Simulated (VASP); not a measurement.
# Bi2S2O: structure and properties in VASP

What structure does Bi2S2O take at this level, and what are its properties? The steps: relaxing cell and atoms (optB86b-vdW), density, ELF and potential (optB86b-vdW), band structure (optB86b-vdW), density of states (optB86b-vdW), optical spectrum (optB86b-vdW) and bands along the symmetry lines (optB86b-vdW + SOC). Left out of this account: 1 further run (bands with TB-mBJ: it diverged and was aborted). The start is a computed cell from the Materials Project.

Calculated with VASP 6.6.1; optB86b-vdW; plane waves and PAW (Bi_d, S, O), in the first sound run; inputs show where later runs differ.

Most raw output is cut from this account.

## Step 1: Set-up

Before any relaxation, the start is as follows. The structure is tetragonal, space group P4/nmm (No. 129). The conventional cell has a = 3.954 Å, b = 3.954 Å, c = 14.051 Å, α = 90.00°, β = 90.00°, γ = 90.00°. Nearest to Bi lie 5 S at 2.52 to 2.82 Å. Nearest to Bi lie 4 O at 2.34 Å and 4 S at 3.12 Å. Nearest to S lie 4 Bi at 2.82 Å. Nearest to S lie 5 Bi at 2.52 to 3.12 Å. O has 4 Bi at 2.34 Å nearest. Farther neighbours and most contacts between anions are not listed.

## Step 2: Relaxing cell and atoms (optB86b-vdW)

The start need not lie at this functional's minimum. ISIF = 3 frees volume, shape and positions, and EDIFFG sets the threshold on forces and stress at which the search stops. optB86b-vdW pairs nonlocal correlation with a less repulsive exchange of B86b form. LUSE_VDW switches on a nonlocal correlation term for dispersion.

The input, INCAR:

```
SYSTEM = Bi2S2O
PREC = Accurate
ENCUT = 520
EDIFF = 1E-06
NELM = 100
ISMEAR = 0
SIGMA = 0.05
LREAL = .FALSE.
ALGO = Normal
GGA = MK
AGGAC = 0
LUSE_VDW = .TRUE.
PARAM1 = 0.1234
PARAM2 = 1
LASPH = .TRUE.
NBANDS = 59
LORBIT = 11
LWAVE = .FALSE.
LCHARG = .FALSE.
KPAR = 8
IBRION = 2
NSW = 60
ISIF = 3
EDIFFG = -0.01
```

The input, POSCAR:

```
Bi2S2O
1.0
    3.9541013900      0.0000000000      0.0000000000
    0.0000000000      3.9541013900      0.0000000000
    0.0000000000      0.0000000000     14.0505795800
Bi S O
4 4 2
Direct
    0.0000000000      0.5000000000      0.8664958300
    0.5000000000      0.0000000000      0.1335041700
    0.5000000000      0.0000000000      0.5890931400
    0.0000000000      0.5000000000      0.4109068600
    0.5000000000      0.0000000000      0.8943134100
    0.0000000000      0.5000000000      0.1056865900
    0.0000000000      0.5000000000      0.6874875200
    0.5000000000      0.0000000000      0.3125124800
    0.0000000000      0.0000000000      0.5000000000
    0.5000000000      0.5000000000      0.5000000000
```

The input, KPOINTS:

```
Automatic mesh
0
Gamma
7 7 2
0 0 0
```

Potentials, in the order of the species: Bi_d, S and O (PBE family, release 64).

Launch:

```
$ mpirun -np 8 vasp_std
```

Wall time 19 min (8 MPI ranks of Intel Xeon 6975P-C (Granite Rapids), shared host); peak memory 7.8 GiB; 2.6 h of CPU time.

The gap is read on the k-mesh alone, so it is an upper bound where the band edges lie off the mesh. The PAW data sets were made with PBE, which is usual practice but a small mismatch for other functionals. The run keeps the 16 symmetry operations of its start, so it cannot find a distortion of lower symmetry.

The steps of the relaxation:

```csv
step,energy less that of the first step (eV),largest force (eV/Å),pressure (GPa),volume (Å³)
1,0.0000,0.3756,0.46,219.68
2,-0.0067,0.0333,-0.74,221.69
3,-0.0082,0.0909,-0.39,221.07
4,-0.0125,0.0511,-0.17,219.99
5,-0.0131,0.0992,0.11,218.67
6,-0.0135,0.0816,0.03,219.15
7,-0.0144,0.0354,0.01,219.04
8,-0.0145,0.0449,0.00,218.95
9,-0.0147,0.0298,0.02,218.93
10,-0.0147,0.0232,0.02,218.93
11,-0.0148,0.0143,-0.01,219.01
12,-0.0149,0.0107,-0.05,219.14
13,-0.0150,0.0144,0.01,218.86
14,-0.0150,0.0150,0.03,218.88
15,-0.0150,0.0123,0.01,218.94
16,-0.0150,0.0026,-0.01,218.92
```

```csv
"conventional cell, symmetrised",before,after,change
a (Å),3.954,3.965,+0.3 %
b (Å),3.954,3.965,+0.3 %
c (Å),14.051,13.926,-0.9 %
volume (Å³/atom),21.97,21.89,-0.3 %
```

The atoms that moved most (Å, as changes of fractional coordinates times the final cell):

```csv
atom,dx,dy,dz,length
Bi4,0.000,0.000,-0.027,0.027
Bi3,0.000,0.000,0.027,0.027
Bi2,0.000,0.000,-0.024,0.024
Bi1,0.000,0.000,0.024,0.024
S8,0.000,0.000,0.007,0.007
S7,0.000,0.000,-0.007,0.007
S5,0.000,0.000,0.006,0.006
S6,0.000,0.000,-0.006,0.006
```

Final coordinates:

```
Bi S O
1.0
     3.96481    0.00000    0.00000
     0.00000    3.96481    0.00000
     0.00000    0.00000   13.92641
Bi S O
4 4 2
Direct
  0.00000 0.50000 0.86819
  0.50000 0.00000 0.13181
  0.50000 0.00000 0.59106
  0.00000 0.50000 0.40894
  0.50000 0.00000 0.89472
  0.00000 0.50000 0.10528
  0.00000 0.50000 0.68699
  0.50000 0.00000 0.31301
  0.00000 0.00000 0.50000
  0.50000 0.50000 0.50000
```

This step gave:

```yaml
electrons: 96
bands: 59
irreducible_k_points: 20
symmetry_operations: 16
free_energy_toten: -27.18 eV
fermi_energy: 5.783 eV
pressure: -0.006141 GPa
metallic: no
valence_top_at_k: 0.4286, 0, 0
conduction_bottom_at_k: 0.4286, 0, 0.5
least_direct_gap_at_k: 0.4286, 0, 0
scf_cycles_over_all_ionic_steps: 107
gap_on_the_k_mesh: 1.094 eV
least_direct_gap_on_the_k_mesh: 1.095 eV
```

It ends with a largest force of 0.003 eV/Å and a pressure of -0.01 GPa.

## Step 3: Density, ELF and potential (optB86b-vdW)

The relaxed cell gets a fresh self-consistent run, on a basis set for its own volume, to fix the density and to check the remaining stress.

Changes to INCAR since step 2:

```diff
@@ -18,7 +18,5 @@
 LWAVE = .FALSE.
-LCHARG = .FALSE.
-KPAR = 8
-IBRION = 2
-NSW = 60
-ISIF = 3
-EDIFFG = -0.01
+LCHARG = .TRUE.
+ISIF = 2
+LELF = .TRUE.
+LVHAR = .TRUE.
```

The input, POSCAR:

```
Bi2S2O
1.0
    3.9648120617      0.0000000000      0.0000000000
    0.0000000000      3.9648120617      0.0000000000
    0.0000000000      0.0000000000     13.9264111794
Bi S O
4 4 2
Direct
    0.0000000000      0.5000000000      0.8681890592
    0.5000000000      0.0000000000      0.1318109408
    0.5000000000      0.0000000000      0.5910601621
    0.0000000000      0.5000000000      0.4089398379
    0.5000000000      0.0000000000      0.8947185854
    0.0000000000      0.5000000000      0.1052814146
    0.0000000000      0.5000000000      0.6869864213
    0.5000000000      0.0000000000      0.3130135787
    0.0000000000      0.0000000000      0.5000000000
    0.5000000000      0.5000000000      0.5000000000
```

KPOINTS is that of step 2.

Launch:

```
$ mpirun -np 8 vasp_std
```

Wall time 32 s (8 MPI ranks); peak memory 2.4 GiB.

This step gave:

```
electronic steps : 15
bands            : 64
Fermi energy     : 5.803 eV
pressure         : -0.009064 GPa
```

Valence electrons inside each PAW sphere by angular momentum. Sphere charges, by row:

```csv
atom,s (e),p (e),d (e),tot (e)
Bi1,1.608,1.056,9.978,12.64
Bi2,1.608,1.056,9.978,12.64
Bi3,1.632,0.854,10.01,12.49
Bi4,1.632,0.854,10.01,12.49
S5,1.358,2.333,0,3.691
S6,1.358,2.333,0,3.691
S7,1.353,2.351,0,3.704
S8,1.353,2.351,0,3.704
O9,1.573,3.388,0,4.961
O10,1.573,3.388,0,4.961
```

Valence density in the ac plane at fractional y = 0.000, with atoms of Bi and S and O within 0.2 Å of it. It is the smooth field of the valence electrons, not physical close to the nuclei.

Ten steps, logarithmic in the rise over the least value, from '_' (0.02 × 1e0 e/Å³) to '@' (9.24 × 1e0 e/Å³), each cell a mean:
```
______..::--------::....____
____..::==++++++++==--::..__
__..::--==++==::==++==--....
____..::--==++++++==--::..__
______....::::::::::..______
____________________________
____________________________
______....::----::::..______
____..::==**######++--::..__
....::--**%%@@@@@@##++--....
++==----++##%%%%%%**==--==++
@@%%**==------==------==##%%
%%##++--....______..::--**##
----::....__________....::--
__......::--------::::....__
____..--==++++==++++--::..__
____::--==++==::==++==::..__
____..::--==++++++==--::..__
______..::--======--::..____
____..::==**######++--::..__
__..::--**%%@@@@@@##++--....
__....--++##%%%%%%**==::....
______..::--======--::..____
________............________
```
Columns run along a (4.0 Å), rows up along c (13.9 Å). Atoms in or near the plane, at fractional coordinates: Bi at (0.50, 0.13), Bi at (0.50, 0.59), S at (0.50, 0.89), S at (0.50, 0.31), O at (0.00, 0.50).

Electrostatic potential energy in the ac plane at fractional y = 0.000, with atoms of Bi and S and O within 0.2 Å of it. With pseudopotentials it is smooth inside the atoms' cores, unlike the true potential.

Ten even steps from '0' (-94 eV) to '9' (5 eV), each cell a mean:
```
99999999999999
99998632479999
99997300148999
99999765689999
99999999999999
99999999999999
99999999999999
99999988999999
99997533468999
99985100026899
89986311247999
45899887889974
56899999999986
99999999999999
99999999999999
99998632479999
99997300158999
99999765689999
99999988899999
99997533468999
99985100026899
99986311247999
99999887889999
99999999999999
```
Columns run along a (4.0 Å; values clipped at the 3rd and 97th percentile), rows up along c (13.9 Å). Atoms in or near the plane, at fractional coordinates: Bi at (0.50, 0.13), Bi at (0.50, 0.59), S at (0.50, 0.89), S at (0.50, 0.31), O at (0.00, 0.50).

ELF in the ac plane at fractional y = 0.000, with atoms of Bi and S and O within 0.2 Å of it. It is the smooth field of the valence electrons, not physical close to the nuclei.

Ten even steps from '_' (0.02) to '@' (0.86), each cell a mean:
```
____..==**%%@@@@@@%%**--..__
__..==##@@@@@@%%@@@@@@**::__
__..==%%@@%%**==**@@@@##--..
__..--**@@@@@@@@@@@@%%**::__
____..::++##%%%%%%**==::____
__________........__________
______________..____________
______..::==++++++==::..____
____..--++**++++++**++--..__
......==++----**--==++--....
%%##++--====------++==--**##
**%%@@**::::--==--::--##@@##
%%@@%%**::__________--##@@%%
**++--..____......____..==++
____..::++##%%%%%%**==::____
__..==%%@@@@%%##@@@@@@##--__
__::**@@@@@@**==**@@@@%%++..
__..==##%%@@%%%%@@@@%%**--__
____..--==++++**++++==::..__
____..--==++======++==::..__
__..::==++----++--==**==..__
____::==**++======**++--..__
______::--++****++==--..____
________..::::::::....______
```
Columns run along a (4.0 Å), rows up along c (13.9 Å). Atoms in or near the plane, at fractional coordinates: Bi at (0.50, 0.13), Bi at (0.50, 0.59), S at (0.50, 0.89), S at (0.50, 0.31), O at (0.00, 0.50).

In this run the pressure is -0.01 GPa, small enough to go on.

## Step 4: Band structure (optB86b-vdW)

Levels along the symmetry lines show where the bands peak and cross; KPOINTS_OPT computes them in the converged potential.

Changes to INCAR since step 3:

```diff
@@ -15,8 +15,6 @@
 LASPH = .TRUE.
-NBANDS = 59
+NBANDS = 73
 LORBIT = 11
 LWAVE = .FALSE.
-LCHARG = .TRUE.
-ISIF = 2
-LELF = .TRUE.
-LVHAR = .TRUE.
+LCHARG = .FALSE.
+KPAR = 8
```

POSCAR is that of step 3.

KPOINTS is that of step 3.

The input, KPOINTS_OPT:

```
Line mode
12
Line-mode
Reciprocal
  0.00000000   0.00000000   0.00000000 GAMMA
  0.00000000   0.50000000   0.00000000 X

  0.00000000   0.50000000   0.00000000 X
  0.50000000   0.50000000   0.00000000 M

  0.50000000   0.50000000   0.00000000 M
  0.00000000   0.00000000   0.00000000 GAMMA

  0.00000000   0.00000000   0.00000000 GAMMA
  0.00000000   0.00000000   0.50000000 Z

  0.00000000   0.00000000   0.50000000 Z
  0.00000000   0.50000000   0.50000000 R

  0.00000000   0.50000000   0.50000000 R
  0.50000000   0.50000000   0.50000000 A

  0.50000000   0.50000000   0.50000000 A
  0.00000000   0.00000000   0.50000000 Z

  0.00000000   0.50000000   0.00000000 X
  0.00000000   0.50000000   0.50000000 R

  0.50000000   0.50000000   0.00000000 M
  0.50000000   0.50000000   0.50000000 A
```

Launch:

```
$ mpirun -np 8 vasp_std
```

The job ended after 3.5 min (8 MPI ranks; peak memory 7.7 GiB).

Spin-orbit coupling is off here; with elements this heavy it splits and shifts levels by tenths of an eV or more.

This step gave:

```yaml
bands: 73
fermi_energy: 5.787 eV
pressure: -0.008350 GPa
least_gap_on_mesh_and_path: 0.9382 eV
least_direct_gap_on_mesh_and_path: 0.9382 eV
valence_top_at_k: 0, 0.4545, 0
conduction_bottom_at_k: 0, 0.4545, 0
least_direct_gap_at_k: 0, 0.4545, 0
```

Electronic bands along the path, in eV, zero at the valence-band top; v1 is the highest filled band, c1 the lowest empty one:

```csv
point,v4,v3,v2,v1,c1,c2,c3,c4
Γ,-1.01,-0.86,-0.76,-0.76,1.48,2.24,3.85,4.07
0.45 of the way,-0.96,-0.79,-0.67,-0.63,2.69,2.85,2.89,2.97
X,-0.45,-0.45,-0.04,-0.04,0.96,0.96,1.47,1.47
0.45 of the way,-1.08,-1.08,-0.70,-0.70,2.62,2.62,3.38,3.38
M,-1.29,-1.29,-1.16,-1.16,3.03,3.03,3.97,3.97
0.55 of the way,-0.83,-0.82,-0.40,-0.37,1.53,1.68,2.50,3.28
Γ,-1.01,-0.86,-0.76,-0.76,1.48,2.24,3.85,4.07
0.55 of the way,-1.06,-0.86,-0.75,-0.75,1.53,2.32,3.80,4.12
Z,-1.00,-0.94,-0.74,-0.74,1.59,2.36,3.80,4.18
0.45 of the way,-0.97,-0.67,-0.66,-0.51,2.58,2.85,3.08,3.08
R,-0.48,-0.48,-0.05,-0.05,0.96,0.96,1.47,1.47
0.45 of the way,-1.07,-1.07,-1.02,-1.02,2.85,2.85,3.18,3.18
A,-1.29,-1.29,-1.01,-1.01,3.20,3.20,3.73,3.73
0.55 of the way,-0.81,-0.72,-0.46,-0.24,1.54,1.63,2.39,3.67
Z,-1.00,-0.94,-0.74,-0.74,1.59,2.36,3.80,4.18
jump to X,-0.45,-0.45,-0.04,-0.04,0.96,0.96,1.47,1.47
0.45 of the way,-0.46,-0.46,-0.04,-0.04,0.96,0.96,1.47,1.47
R,-0.48,-0.48,-0.05,-0.05,0.96,0.96,1.47,1.47
jump to M,-1.29,-1.29,-1.16,-1.16,3.03,3.03,3.97,3.97
0.45 of the way,-1.29,-1.29,-1.09,-1.09,3.09,3.09,3.85,3.85
A,-1.29,-1.29,-1.01,-1.01,3.20,3.20,3.73,3.73
```

Of the projections kept (Bi, S, O), the largest for each band there; the rest of the weight can lie on other orbitals:

```csv
point,v4,v3,v2,v1,c1,c2,c3,c4
Γ,S 0.89,S 0.82,S 0.84,S 0.84,Bi 0.81,Bi 0.77,Bi 0.60,Bi 0.75
X,S 0.53,S 0.53,S 0.64,S 0.64,Bi 0.61,Bi 0.61,Bi 0.86,Bi 0.86
M,O 0.98,O 0.98,S 0.89,S 0.89,Bi 0.70,Bi 0.70,Bi 0.59,Bi 0.59
Γ,S 0.89,S 0.82,S 0.85,S 0.85,Bi 0.81,Bi 0.77,Bi 0.60,Bi 0.75
Z,S 0.59,S 0.93,S 0.85,S 0.85,Bi 0.81,Bi 0.76,Bi 0.57,Bi 0.75
R,S 0.50,S 0.50,S 0.65,S 0.65,Bi 0.61,Bi 0.61,Bi 0.87,Bi 0.87
```

The path lowers the gap by 0.16 eV against the mesh alone, so a band edge lies off the mesh.

## Step 5: Density of states (optB86b-vdW)

A density of states needs more k-points than a total energy; ISMEAR = -5 takes tetrahedra, and LORBIT projects the states on the PAW spheres. The mesh is finer than in the run before.

Changes to INCAR since step 4:

```diff
@@ -5,3 +5,3 @@
 NELM = 100
-ISMEAR = 0
+ISMEAR = -5
 SIGMA = 0.05
@@ -20 +20,2 @@
 KPAR = 8
+NEDOS = 2001
```

POSCAR is that of step 4.

The input, KPOINTS:

```
Automatic mesh
0
Gamma
10 10 3
0 0 0
```

Launch:

```
$ mpirun -np 8 vasp_std
```

Run time: 2.1 min. Hardware: 8 MPI ranks; peak memory 9.2 GiB.

This step gave:

- electronic steps: 14
- irreducible k points: 42
- Fermi energy: 5.602 eV
- pressure: -0.01466 GPa
- valence top at k: 0.5, 0, 0
- conduction bottom at k: 0.5, 0, 0
- least direct gap at k: 0.5, 0, 0
- gap on the k-mesh: 0.9966 eV
- least direct gap on the k-mesh: 0.9966 eV

The density of states has structure finer than the step of the table below, so its rows give means over 1 eV, whole bins alone (the curve runs from -12.0 to 3.80 eV). Peaks (eV: height): total -11.6: 13.6, -2.6: 13.1, -1.4: 12.3, -1.0: 17.2; S p -3.2: 1.74, -2.6: 2.91, -1.4: 4.23, -1.0: 6.94; Bi p -2.6: 1.76, 2.6: 1.89, 3.2: 1.86, 3.6: 2.39; O p -4.9: 2.06, -2.6: 2.44, -2.1: 2.18, -1.3: 3.12; Bi s -10.3: 4.72, -9.4: 2.95, -0.4: 0.866.

States under -12.0 eV and over 3.8 eV are left out. Table of density of states by energy, zero at the valence-band top; means over each step; values in states/eV/cell:

```csv
energy (eV),total,S p,Bi p,O p,Bi s,S s
-11,0.183,2.3e-4,0.00255,9.1e-5,0.00552,0.115
-10,4.55,0.0829,0.0310,0.177,2.50,0.559
-9,2.58,0.0551,0.0286,0.0476,1.28,0.520
-8,0.716,0.0107,0.00940,0.0132,0.372,0.152
-7,0.120,8.0e-4,0.00129,8.1e-4,0.0676,0.0252
-6,0,0,0,0,0,0
-5,3.58,0.411,0.588,0.876,0.0175,0.0302
-4,5.23,0.924,0.821,0.910,0.0552,0.0410
-3,7.57,1.51,1.06,1.51,0.0933,0.0683
-2,6.86,1.58,0.679,1.63,0.146,0.0515
-1,10.6,3.95,0.330,1.34,0.403,0.0322
0,2.01,0.793,0.0554,0.202,0.177,0.00779
1,0.453,0.0530,0.150,0.00794,0.0111,0.0298
2,2.74,0.307,1.04,0.0458,0.0414,0.106
3,4.98,0.650,1.63,0.195,0.0673,0.139
```

The gap on this mesh is 1.00 eV, over the 0.94 eV of the band run, since this mesh misses a band edge. In the top eV of the valence band the largest shares in the PAW spheres are S p 40 %, O p 9 % and Bi s 6 %. The rest lies in smaller channels or between the spheres.

## Step 6: Optical spectrum (optB86b-vdW)

LOPTICS sums transitions from filled to empty bands. NBANDS is raised for it.

Changes to INCAR since step 5:

```diff
@@ -5,3 +5,3 @@
 NELM = 100
-ISMEAR = -5
+ISMEAR = 0
 SIGMA = 0.05
@@ -15,3 +15,3 @@
 LASPH = .TRUE.
-NBANDS = 73
+NBANDS = 128
 LORBIT = 11
@@ -20,2 +20,4 @@
 KPAR = 8
-NEDOS = 2001
+LOPTICS = .TRUE.
+NEDOS = 1500
+CSHIFT = 0.1
```

POSCAR is that of step 5.

KPOINTS is that of step 5.

Launch:

```
$ mpirun -np 8 vasp_std
```

Run time: 3.2 min. Hardware: 8 MPI ranks; peak memory 15 GiB; 25 min of CPU time.

These are independent-particle spectra without excitons or local fields, and fine structure depends on the mesh and on CSHIFT.

Numbers from this step:

- electronic steps: 15
- bands: 128
- Fermi energy: 5.805 eV
- pressure: -0.01181 GPa

The imaginary dielectric function has structure finer than the step of the table below, so its rows give means over 1 eV, whole bins alone (the curve runs from 0 to 25.0 eV). Peaks (eV: height): xx 1.6: 18.0, 1.9: 26.4, 2.4: 22.8; zz 4.7: 19.6.

Imaginary dielectric function against photon energy; means over each step:

```csv
photon energy (eV),xx,zz
1,4.56,0.745
2,19.9,4.39
3,15.4,8.66
4,11.3,13.7
5,9.86,13.6
6,5.37,5.74
7,3.32,4.51
8,3.85,3.76
9,3.21,3.27
10,2.30,3.15
11,1.81,2.18
12,1.44,1.39
13,1.33,1.36
14,1.37,1.35
15,1.13,1.08
16,0.899,0.742
17,0.584,0.553
18,0.440,0.450
19,0.330,0.351
20,0.264,0.276
21,0.221,0.242
22,0.186,0.218
23,0.161,0.202
24,0.231,0.271
```

Table of real dielectric function by photon energy:

```csv
photon energy (eV),xx,zz
0,18.8,11.0
1,22.4,12.1
2,10.1,11.8
3,1.46,13.4
4,1.15,8.66
5,-2.77,-3.98
6,-3.32,-2.78
7,-1.19,-0.967
8,-0.807,-1.19
9,-1.24,-0.655
10,-0.917,-1.14
11,-0.938,-1.30
12,-0.683,-0.956
13,-0.307,-0.464
14,-0.364,-0.339
15,-0.393,-0.486
16,-0.507,-0.422
17,-0.328,-0.229
18,-0.132,-0.0863
19,0.0334,0.0791
20,0.160,0.184
21,0.252,0.296
22,0.374,0.408
23,0.477,0.504
24,0.674,0.668
```

This mesh misses the point of the least direct gap (0.94 eV in the band run), so the true onset lies lower. The mean of ε2 over directions passes 5 % of its top at 0.80 eV, against a least direct gap of 1.00 eV on this mesh; what lies under the gap is the tail of the broadening by CSHIFT.

(Continued in part 2 of 2.)

[Lines on the potential files, build, host, timing and source positions are cut from VASP's logs without a mark.]

[Logs are printed without paths, hosts, clocks, repeated set-up lines and the standing remarks that a program may print on its own settings, such as how far it seeks lower states.]

[Hosts, paths, dates, database ids (printed as entryN), source tags and the programs' standing remarks are cut or masked in the printed files.]

[A measured line is paired with the nearest computed mode of its activity, which favours agreement.]
